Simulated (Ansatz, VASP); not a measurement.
# Ba3Hf2TiO9 (random cubic perovskite alloy of BaHfO3 and BaTiO3): VASP beside Ansatz

Aim: how closely do two programs agree when they are given the same cell, functional and k mesh? The cell is taken from a series of runs on this material, whose earlier steps may have relaxed, scaled, displaced or heated it; both programs get it as it stands.

Main program and level: Ansatz 0.2.0; plane waves, with VASP 6.6.1 beside it; RPBE.

## Step 1: The structure

The cell holds 135 atoms: 27 Ba, 18 Hf, 81 O and 9 Ti. Its edges and angles: a = 12.340 Å, b = 12.340 Å, c = 12.340 Å, α = 90.0°, β = 90.0°, γ = 90.0°. It derives from BaHfO3 (cubic perovskite), repeated 3×3×3. Cubic perovskite BaHfO3, 3 x 3 x 3 conventional cells, 9 of 27 Hf sites given to Ti at random (x = 0.333), lattice by Vegard's rule (cell 4.113, 4.113, 4.113, 90, 90, 90); (so at first; earlier steps may have moved the atoms), displaced by a Gaussian of 0.02 A.

## Step 2: VASP: single point, RPBE

A single point takes one fixed geometry, so differences don't come from the geometry; what else differs is listed under the comparison.

Lines of VASP's logs that name or quote its potential files are left out, and so is its time.

INCAR

```
SYSTEM = Ba3Hf2TiO9
PREC = Accurate
ENCUT = 600
EDIFF = 1E-06
NELM = 120
ISMEAR = 0
SIGMA = 0.01
LREAL = Auto
ALGO = Normal
GGA = RP
NBANDS = 616
LASPH = .TRUE.
LORBIT = 11
LWAVE = .FALSE.
LCHARG = .FALSE.
ISIF = 2
GGA_COMPAT = .FALSE.
EFERMI = MIDGAP
```

POSCAR

```
Ba3Hf2TiO9
1.0
   12.3399000000      0.0000000000      0.0000000000
    0.0000000000     12.3399000000      0.0000000000
    0.0000000000      0.0000000000     12.3399000000
Ba Hf O Ti
27 18 81 9
Direct
    0.0014200000      0.9995300000      0.9958700000
    0.9992500000      0.0004700000      0.3329200000
    0.9976900000      0.0008800000      0.6666200000
    0.9999500000      0.3348200000      0.9987500000
    0.0004400000      0.3326600000      0.3328400000
    0.9977800000      0.3350700000      0.6665600000
    0.9994200000      0.6660000000      0.9982200000
    0.9997300000      0.6650900000      0.3328200000
    0.9986500000      0.6685500000      0.6637600000
    0.3359400000      0.9997800000      0.0041200000
    0.3324200000      0.0022100000      0.3359300000
    0.3345200000      0.9987300000      0.6655600000
    0.3333900000      0.3331400000      0.0012300000
    0.3332700000      0.3325900000      0.3327900000
    0.3323700000      0.3341800000      0.6663700000
    0.3344800000      0.6699900000      0.9990800000
    0.3323700000      0.6682800000      0.3330800000
    0.3339100000      0.6653300000      0.6654900000
    0.6670300000      0.9988300000      0.0000700000
    0.6682300000      0.9992800000      0.3357000000
    0.6658600000      0.0005600000      0.6665800000
    0.6649500000      0.3353400000      0.9963900000
    0.6673400000      0.3352600000      0.3345800000
    0.6657900000      0.3349300000      0.6666400000
    0.6667100000      0.6666800000      0.9987900000
    0.6688500000      0.6673600000      0.3348800000
    0.6667200000      0.6690300000      0.6656300000
    0.1660100000      0.1682900000      0.1656800000
    0.1659300000      0.1640100000      0.8325300000
    0.1671200000      0.4993200000      0.4983800000
[... 99 atom lines left out ...]
    0.1673400000      0.8318300000      0.8326500000
    0.5008900000      0.4987900000      0.4994600000
    0.5006900000      0.8329000000      0.1699000000
    0.5002500000      0.8364100000      0.8328800000
    0.8302700000      0.1692400000      0.5015600000
    0.8327400000      0.5004600000      0.8310900000
```

KPOINTS

```
Automatic mesh
0
Gamma
1 1 1
0 0 0
```

The projector-augmented-wave data sets are Ba_sv, Hf_pv, O and Ti_sv (PBE family, release 64).

Run with:

```
$ export OMP_NUM_THREADS=3
$ mpirun -np 1 vasp_gam
```

Numbers of over 12 decimals in the logs are rounded to 6 here.

The program printed:

```text
[banner, memory and clock lines left out]
running    1 mpi-ranks, on    1 nodes
[...]
Offloading initialized ...    1 GPUs detected
[...]
|                                                                             |
|               ----> ADVICE to this user running VASP <----                  |
|                                                                             |
|     You enforced a specific xc type in the INCAR file but a different       |
|     [... a line on the potential file left out ...]
|     I HOPE YOU KNOW WHAT YOU ARE DOING!                                     |
|                                                                             |

 LDA part: xc-table for (Slater+PW92), standard interpolation
 POSCAR, INCAR and KPOINTS ok, starting setup
[...]
entering main loop
       N       E                     dE             d eps       ncg     rms          rms(c)
DAV:   1     0.149428918384E+05    0.14943E+05   -0.66563E+05  1232   0.203E+03
DAV:   2     0.104138766425E+04   -0.13902E+05   -0.13146E+05  1576   0.531E+02
DAV:   3    -0.114123558065E+04   -0.21826E+04   -0.21249E+04  1376   0.198E+02
DAV:   4    -0.130086684620E+04   -0.15963E+03   -0.15910E+03  1688   0.548E+01
[...]
DAV:  19    -0.108174209643E+04   -0.99700E-05   -0.27770E-05  1584   0.113E-02    0.189E-02
DAV:  20    -0.108174209707E+04   -0.63844E-06   -0.12506E-05  1504   0.803E-03    0.672E-03
DAV:  21    -0.108174209780E+04   -0.73062E-06   -0.26157E-06  1040   0.297E-03
   1 F= -.10817421E+04 E0= -.10817421E+04  d E =0.000000E+00
```

OUTCAR, selected parts (step 2):

```text
  FREE ENERGIE OF THE ION-ELECTRON SYSTEM (eV)
  ---------------------------------------------------
  free  energy   TOTEN  =     -1081.7420978004 eV

  energy  without entropy=    -1081.7420978004  energy(sigma->0) =    -1081.74209780
```

Harder data sets than Ba_sv and Hf_pv exist (the GW ones), and pressures, volumes and forces can shift noticeably with them.

## Step 3: Ansatz: single point, RPBE

Ansatz runs on its default PAW (the set named soft_2) files.

The same cell, functional and mesh now go to Ansatz, which takes its cutoff from its data sets.

input.yaml

```yaml
crystal:
  lattice:
    - [12.3399, 0.0, 0.0]
    - [0.0, 12.3399, 0.0]
    - [0.0, 0.0, 12.3399]
  atoms:
    - { symbol: Ba, position: [0.00142, 0.99953, 0.99587] }
    - { symbol: Hf, position: [0.16601, 0.16829, 0.16568] }
    - { symbol: O, position: [0.16468, 0.16623, 0.9997] }
    - { symbol: O, position: [0.00107, 0.16818, 0.16916] }
    - { symbol: O, position: [0.16414, 0.00033, 0.16819] }
    - { symbol: Ba, position: [0.99925, 0.00047, 0.33292] }
    - { symbol: Ti, position: [0.16795, 0.16686, 0.49902] }
    - { symbol: O, position: [0.16666, 0.16699, 0.33229] }
    - { symbol: O, position: [0.0018, 0.16597, 0.50039] }
    - { symbol: O, position: [0.16569, 0.99993, 0.50089] }
    - { symbol: Ba, position: [0.99769, 0.00088, 0.66662] }
    - { symbol: Hf, position: [0.16593, 0.16401, 0.83253] }
    - { symbol: O, position: [0.16866, 0.16742, 0.66622] }
    - { symbol: O, position: [0.99593, 0.16716, 0.83326] }
    - { symbol: O, position: [0.16496, 0.99844, 0.8329] }
    - { symbol: Ba, position: [0.99995, 0.33482, 0.99875] }
    - { symbol: Ti, position: [0.16738, 0.50152, 0.16691] }
    - { symbol: O, position: [0.16678, 0.50024, 0.00193] }
    - { symbol: O, position: [0.00356, 0.4998, 0.16301] }
    - { symbol: O, position: [0.16731, 0.33097, 0.16697] }
    - { symbol: Ba, position: [0.00044, 0.33266, 0.33284] }
    - { symbol: Hf, position: [0.16712, 0.49932, 0.49838] }
    - { symbol: O, position: [0.16674, 0.50062, 0.33139] }
    - { symbol: O, position: [0.99976, 0.49634, 0.50073] }
    - { symbol: O, position: [0.16362, 0.33144, 0.50061] }
    - { symbol: Ba, position: [0.99778, 0.33507, 0.66656] }
    - { symbol: Hf, position: [0.16481, 0.49921, 0.83246] }
    - { symbol: O, position: [0.16869, 0.49887, 0.66766] }
    - { symbol: O, position: [0.0035, 0.5003, 0.83268] }
    - { symbol: O, position: [0.16559, 0.33083, 0.83228] }
[... 99 atom lines left out ...]
    - { symbol: O, position: [0.83083, 0.66755, 0.50097] }
    - { symbol: Ba, position: [0.66672, 0.66903, 0.66563] }
    - { symbol: Hf, position: [0.83182, 0.83275, 0.83247] }
    - { symbol: O, position: [0.83194, 0.83227, 0.66599] }
    - { symbol: O, position: [0.6681, 0.83021, 0.8316] }
    - { symbol: O, position: [0.83265, 0.6647, 0.83253] }
kpoints:
  mp_grid: { grid: [1, 1, 1] }
hamiltonian:
  xc: rpbe
scf:
  occupations: { method: fixed }
output:
  forces: true
  stress: true
  populations: true
  dos:
    method: { smearing: { sigma: 0.08 } }
    de: 0.1
    projected: { site_lists: { Ba: [Ba], Hf: [Hf], O: [O], Ti: [Ti] } }
  eigenvalues: true
```

Run with:

```
$ ansatz run input.yaml --threads 4 --pin off --max-ram 8192MiB --backend cpu --events-out ev --progress --plain --runs-dir out
```

The program printed:

```text
Engine: ansatz 0.2.0, aarch64-unknown-linux-gnu
Pseudopotentials: kind: paw
Pseudopotential: Ba, paw, valence charge 10, recommended cutoff 420 eV (normal), Ba.paw.azcp
Pseudopotential: Hf, paw, valence charge 26, recommended cutoff 420 eV (normal), Hf.paw.azcp
Pseudopotential: O, paw, valence charge 6, recommended cutoff 420 eV (normal), O.paw.azcp
Pseudopotential: Ti, paw, valence charge 12, recommended cutoff 420 eV (normal), Ti.paw.azcp
Functional definition: RPBE
  parameter kappa = 0.804
  parameter beta = 0.066725
  exchange = rpbe_x(kappa = kappa, mu = beta*pi^2/3)
  correlation = pbe_c(beta = beta)
Crystal: 135 atoms, lattice volume = 1879.035 Å³
Basis set: ecut = 420 eV, 36785 PW (Γ), exchange–correlation on 180×180×180 points (8 copies of the dense FFT grid, shifted against one another)
Bands: 801, of which v1, the nominal top of the filled ones, is band 666 counted from 1 (665 counted from 0)
Symmetry: 1 space group operations
Space group: P1 (ITA 1), of the structure as read, at distance tolerance 1.2e-4 Å
k-points: 1
Non-local potential: Ba, projectors of the file, l = 0: 3, l = 1: 2, l = 2: 2, l = 3: 2
Non-local potential: Hf, projectors of the file, l = 0: 3, l = 1: 2, l = 2: 2, l = 3: 3
Non-local potential: O, projectors of the file, l = 0: 2, l = 1: 2, l = 2: 1
Non-local potential: Ti, projectors of the file, l = 0: 3, l = 1: 2, l = 2: 3, l = 3: 1
PAW form: soft (Blöchl's): semilocal exchange-correlation on the pseudo side does not see the compensation charge
PAW frozen core: Ba, regenerated for the run's functional, and the local potential with it (the file was generated under x = pbe(κ = 0.804, μ = 0.219515), c = pbe(β = 0.066725))
PAW frozen core: Hf, regenerated for the run's functional, and the local potential with it (the file was generated under x = pbe(κ = 0.804, μ = 0.219515), c = pbe(β = 0.066725))
PAW frozen core: O, regenerated for the run's functional, and the local potential with it (the file was generated under x = pbe(κ = 0.804, μ = 0.219515), c = pbe(β = 0.066725))
PAW frozen core: Ti, regenerated for the run's functional, and the local potential with it (the file was generated under x = pbe(κ = 0.804, μ = 0.219515), c = pbe(β = 0.066725))
PAW one-centre angular grid: Ba, 194 points (default); XC on 64 Gauss nodes
PAW one-centre angular grid: Hf, 590 points (default); XC on 64 Gauss nodes
PAW one-centre angular grid: O, 110 points (default); XC on 64 Gauss nodes
PAW one-centre angular grid: Ti, 590 points (default); XC on 64 Gauss nodes
Initial density: superposition of atomic densities (neutral atoms: chi_scale 0, normalization atom), corrected by the library's trained network
Initial wavefunctions: pseudopotential atomic-orbital guess
Functional: x = rpbe, c = pbe(β = 0.066725)
SCF iter   1: F=—  HF=-512970.021414 eV  |F-HF|=—  |Δ(HF+E_count)|=         —  Δρ=5.35e-3  dr2=8.30e-1  ethr=1.77e-3  ⟨swp⟩=5.0  Hψ=2460  notcnv=0  defer=132
preconditioner: auto → Resta (q_TF=auto, 2.576 Å⁻¹)  ε∞=4.8  [insulator: Δε(μ)=2.498 eV  Ē_g=15.406 eV  n_scr=514 (ndim 8)  ℏωp=30.0 eV  f_vac=0.003  ε∞_Penn≈4.8]
SCF iter   2: F=—  HF=-512969.926511 eV  |F-HF|=—  |Δ(HF+E_count)|=   9.49e-2  Δρ=3.54e-3  dr2=1.83e-1  ethr=6.23e-5  ⟨swp⟩=3.0  Hψ=1598  notcnv=0  defer=133
SCF iter   3: F=—  HF=-512969.902788 eV  |F-HF|=—  |Δ(HF+E_count)|=   2.37e-2  Δρ=1.40e-3  dr2=3.06e-2  ethr=1.37e-5  ⟨swp⟩=3.0  Hψ=1330  notcnv=0  defer=133
SCF iter   4: F=—  HF=-512969.905451 eV  |F-HF|=—  |Δ(HF+E_count)|=   2.66e-3  Δρ=6.55e-4  dr2=9.01e-3  ethr=2.30e-6  ⟨swp⟩=2.0  Hψ=1325  notcnv=0  defer=133
SCF iter   5: F=—  HF=-512969.905017 eV  |F-HF|=—  |Δ(HF+E_count)|=   4.34e-4  Δρ=1.61e-4  dr2=5.52e-4  ethr=6.77e-7  ⟨swp⟩=2.0  Hψ=1323  notcnv=0  defer=133
SCF iter   6: F=—  HF=-512969.905360 eV  |F-HF|=—  |Δ(HF+E_count)|=   3.43e-4  Δρ=1.23e-4  dr2=2.85e-4  ethr=4.14e-8  ⟨swp⟩=2.0  Hψ=1343  notcnv=0  defer=128
SCF iter   7: F=—  HF=-512969.905469 eV  |F-HF|=—  |Δ(HF+E_count)|=   1.09e-4  Δρ=3.83e-5  dr2=2.99e-5  ethr=2.14e-8  ⟨swp⟩=2.0  Hψ=1322  notcnv=0  defer=126
SCF iter   8: F=—  HF=-512969.909553 eV  |F-HF|=—  |Δ(HF+E_count)|=   4.08e-3  Δρ=2.52e-5  dr2=9.27e-6  ethr=2.24e-9  ⟨swp⟩=3.0  Hψ=1470  notcnv=0  defer=126
SCF iter   9: F=—  HF=-512969.909558 eV  |F-HF|=—  |Δ(HF+E_count)|=   5.03e-6  Δρ=1.08e-5  dr2=1.36e-6  ethr=6.96e-10  ⟨swp⟩=2.0  Hψ=1341  notcnv=0  defer=126
SCF iter  10: F=—  HF=-512969.909559 eV  |F-HF|=—  |Δ(HF+E_count)|=   1.68e-6  Δρ=5.07e-6  dr2=4.55e-7  ethr=1.02e-10  ⟨swp⟩=2.0  Hψ=1337  notcnv=0  defer=126
SCF iter  11: F=—  HF=-512969.909560 eV  |F-HF|=—  |Δ(HF+E_count)|=   1.40e-7  Δρ=3.86e-6  dr2=3.01e-7  ethr=3.42e-11  ⟨swp⟩=2.0  Hψ=1323  notcnv=0  defer=126
[...]
--- Löwdin populations: 135 sites ---
  site symbol       q [e]
     0     Ba      8.1909
     1     Hf     24.8632
     2      O      6.8689
     3      O      6.8565
     4      O      6.8790
     5     Ba      8.1976
     6     Ti     10.7088
     7      O      6.8925
     8      O      6.9218
     9      O      6.8907
    10     Ba      8.1970
    11     Hf     24.8436
    12      O      6.8849
    13      O      6.8636
    14      O      6.8834
    15     Ba      8.1922
    16     Ti     10.7077
    17      O      6.8895
    18      O      6.8897
    19      O      6.8888
    20     Ba      8.1982
    21     Hf     24.8435
    22      O      6.8814
    23      O      6.8686
[...]
127      O      6.8850
   128      O      6.8521
   129      O      6.8676
   130     Ba      8.1952
   131     Hf     24.8590
   132      O      6.8627
   133      O      6.8827
   134      O      6.8802
  spilling = 0.007271 (of n_electrons = 1332.000000)
```

## Step 4: Differences

Known differences besides the potentials themselves: fixed occupations in Ansatz, narrow Gaussian smearing in VASP; the data sets hold 1332 valence electrons in Ansatz (on its default PAW (the set named soft_2) files) and 1044 in VASP; the cutoff is 420 eV in Ansatz and 600 eV in VASP (PREC = Accurate, projectors in real space); Ansatz makes its cores anew for this functional, VASP keeps those of its PBE data sets. Total energies have different zeros and are not compared.

The two programs side by side:

| quantity | Ansatz | VASP | difference |
| --- | --- | --- | --- |
| pressure (GPa) | 8.89 | 8.79 | +0.10 |
| gap on the k mesh (eV) | 2.306 | 2.316 | -0.009 |

Forces on 8 of the 135 atoms, those with the largest forces and the largest differences (eV/Å; atoms numbered as in POSCAR):

| atom | Ansatz x, y, z | VASP x, y, z |
| --- | --- | --- |
| O57 | 0.107, 2.200, 0.024 | 0.098, 2.008, 0.017 |
| O62 | -2.508, 0.150, -0.060 | -2.308, 0.151, -0.061 |
| O65 | 2.188, 0.044, -0.135 | 1.988, 0.049, -0.147 |
| O81 | 0.217, -2.078, 0.168 | 0.220, -1.879, 0.177 |
| O83 | -2.064, -0.069, -0.131 | -1.865, -0.066, -0.144 |
| O85 | 0.092, -0.016, 2.543 | 0.085, -0.016, 2.350 |
| O116 | 2.417, -0.067, -0.260 | 2.226, -0.067, -0.278 |
| O117 | -0.169, 2.222, -0.257 | -0.177, 2.040, -0.264 |

The forces differ by 61 meV/Å r.m.s., which is 10.9 % of the r.m.s. force of 0.563 eV/Å (both taken over all components). A gap on the mesh is an upper bound, since the band edges may lie between its points; neither run holds spin-orbit coupling, which can move the band edges of a compound of Hf.

## Step 5: Outcome

| Quantity | Value |
| --- | --- |
| r.m.s. force difference (single point, RPBE) | 11 % of the r.m.s. force |

**Reading.** The r.m.s. force difference is 11 % of the r.m.s. force (single point, RPBE), beyond the 3 % picked in this series as the mark of a large difference. The data sets hold unlike numbers of valence electrons (1332 in Ansatz and 1044 in VASP), so part of the differences may come from the potentials. What causes the difference of the single point, RPBE pair stays open here. How closely two codes agree says nothing of how well the functional describes the real material.

[Lines on the potential files, build, host, timing and source positions are cut from VASP's logs without a mark.]

[Logs are printed without paths, hosts, clocks, repeated set-up lines and the standing remarks that a program may print on its own settings, such as how far it seeks lower states.]

[Hosts, paths, dates, database ids (printed as entryN), source tags and the programs' standing remarks are cut or masked in the printed files.]
